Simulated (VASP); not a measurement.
Output of a VASP run:

### OSZICAR
```
       N       E                     dE             d eps       ncg     rms          rms(c)
DAV:   1     0.254854331298E+02    0.25485E+02   -0.90000E+03   894   0.106E+03
DAV:   2    -0.816447311043E+02   -0.10713E+03   -0.10493E+03  1150   0.219E+02
DAV:   3    -0.857964691772E+02   -0.41517E+01   -0.41117E+01   996   0.445E+01
DAV:   4    -0.858343368593E+02   -0.37868E-01   -0.37831E-01  1087   0.452E+00
DAV:   5    -0.858347697572E+02   -0.43290E-03   -0.43290E-03  1038   0.470E-01    0.121E+01
DAV:   6    -0.800008682234E+02    0.58339E+01   -0.94467E+00   912   0.270E+01    0.123E+01
DAV:   7    -0.796184980957E+02    0.38237E+00   -0.13512E+00   884   0.123E+01    0.600E+00
DAV:   8    -0.796043365067E+02    0.14162E-01   -0.63714E-01   933   0.644E+00    0.192E+00
DAV:   9    -0.795800249348E+02    0.24312E-01   -0.13345E-01   877   0.356E+00    0.561E-01
DAV:  10    -0.796138266326E+02   -0.33802E-01   -0.25957E-02   870   0.131E+00    0.322E-01
DAV:  11    -0.796078095223E+02    0.60171E-02   -0.11078E-02   919   0.981E-01    0.109E-01
DAV:  12    -0.796150004418E+02   -0.71909E-02   -0.32879E-03   898   0.504E-01    0.304E-02
DAV:  13    -0.796149691949E+02    0.31247E-04   -0.26669E-04  1130   0.138E-01    0.343E-02
DAV:  14    -0.796150053533E+02   -0.36158E-04   -0.86306E-05   926   0.780E-02    0.579E-03
DAV:  15    -0.796150183489E+02   -0.12996E-04   -0.14075E-05   962   0.315E-02    0.208E-03
DAV:  16    -0.796150195644E+02   -0.12155E-05   -0.54986E-07   596   0.621E-03    0.858E-04
DAV:  17    -0.796150197711E+02   -0.20672E-06   -0.19067E-07   456   0.427E-03
   1 F= -.79615020E+02 E0= -.79614424E+02  d E =-.796150E+02
```

OUTCAR:
```
------------------------ aborting loop because EDIFF is reached ----------------------------------------
  FORCE on cell =-STRESS in cart. coord.  units (eV):
  Direction    XX          YY          ZZ          XY          YZ          ZX
  --------------------------------------------------------------------------------------
  Total        0.0032390      0.0032390      0.0032390     -0.0000000     -0.0000000      0.0000000
  in kB        0.0847043      0.0847043      0.0847043     -0.0000000     -0.0000000      0.0000000
  external PRESSURE =       0.0847043 kB  Pullay stress =       0.0000000 kB
  volume of cell :       61.27
      direct lattice vectors                 reciprocal lattice vectors
     0.000000000  3.128929791  3.128929791    -0.159799047  0.159799047  0.159799047
     3.128929791  0.000000000  3.128929791     0.159799047 -0.159799047  0.159799047
     3.128929791  3.128929791  0.000000000     0.159799047  0.159799047 -0.159799047
 POSITION                                       TOTAL-FORCE (eV/Angst)
 -----------------------------------------------------------------------------------
      0.00000      0.00000      0.00000        -0.000000     -0.000000     -0.000000
      1.56446      1.56446      1.56446         0.000000      0.000000      0.000000
      4.69339      4.69339      4.69339        -0.000000     -0.000000     -0.000000
 -----------------------------------------------------------------------------------
    total drift:                                0.000000     -0.000000     -0.000000
  FREE ENERGIE OF THE ION-ELECTRON SYSTEM (eV)
  ---------------------------------------------------
  free  energy   TOTEN  =       -79.6150197711 eV

  energy  without entropy=      -79.6132333018  energy(sigma->0) =      -79.61442428

 reached required accuracy - stopping structural energy minimisation
```
(Selected blocks of OUTCAR.)

File POSCAR:
```
PtSe2
1
    0.0000000000     3.1289297914     3.1289297914
    3.1289297914     0.0000000000     3.1289297914
    3.1289297914     3.1289297914     0.0000000000
Pt Se
1 2
Direct
  0.0000000000   0.0000000000   0.0000000000
  0.2500000000   0.2500000000   0.2500000000
  0.7500000000   0.7500000000   0.7500000000
```

Question: Reconstruct the remaining input files.

Answer: Several could match; the one computed here: the input of the run itself, r2SCAN meta-GGA, plane waves, VASP's PBE PAW potentials (set 64).

**INCAR**
```
ALGO = Normal
EDIFF = 1E-6
EDIFFG = -0.02
ENCUT = 400
IBRION = 2
ISIF = 3
ISMEAR = 1
LASPH = .True.
LCHARG = .False.
LMAXMIX = 6
LMIXTAU = .True.
LREAL = .False.
LWAVE = .False.
METAGGA = R2SCAN
NELM = 100
NSW = 60
PREC = Accurate
SIGMA = 0.1
SYSTEM = PtSe2
```

**KPOINTS**
```
Regular mesh
0
Gamma
8 8 8
```

POTCAR, in this order: Pt Se (PBE.64 set). Program: vasp_std.

The structure was generated: PtSe2 was put into the fluorite type (Fm-3m), which need not be its known phase. It was relaxed first, which changed the volume by +12 %. The start is the result of an earlier pass.
